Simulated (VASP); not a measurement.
TiBrF3, 5 atoms in the cell. Symmetry: R3m, No. 160, trigonal system. Conventional cell: a = 5.800 Å, b = 5.800 Å, c = 8.200 Å, α = 90.00°, β = 90.00°, γ = 120.00°. Ti (site symmetry 3m) is surrounded by 3 F at 1.76 Å. Br (site symmetry 3m) is surrounded by 1 Ti at 2.27 Å. Around F (site symmetry m) lie 1 Ti at 1.76 Å. The cell was built by a generator and needn't be a form met in nature.

* Program: VASP 6.6.1
* Task: relaxation of cell and atoms
* Functional: PBE
* Potentials or basis: VASP PAW PBE potentials, release 64 (Ti_sv, Br, F)
* Cutoff: 520 eV
* k mesh: 3 × 3 × 3
* Occupations: gaussian, width 0.15 eV
* Spin: no spin polarisation
* Further INCAR settings: PREC = Normal; ALGO = Fast; EDIFF = 0.0001; IBRION = 2; EDIFFG = -0.08; NSW = 24; ISIF = 3

Potentials or basis: VASP PAW PBE potentials, release 64 (Ti_sv, Br, F).

Launch:

```bash
$ cat potpaw_PBE.64/Ti_sv/POTCAR potpaw_PBE.64/Br/POTCAR potpaw_PBE.64/F/POTCAR > POTCAR
$ mpirun -np 1 vasp_std > vasp.out
```

Hardware: 1 thread of Intel(R) Xeon(R) 6975P-C (Granite Rapids) (shared host).

Problem. Estimate the wall time of this run.

Solution. It took 43 s on 1 thread of Intel(R) Xeon(R) 6975P-C (Granite Rapids), with other jobs on the host, peak memory 0.14 GiB. Counts: scf iterations 136, k points 6, ion steps 17.
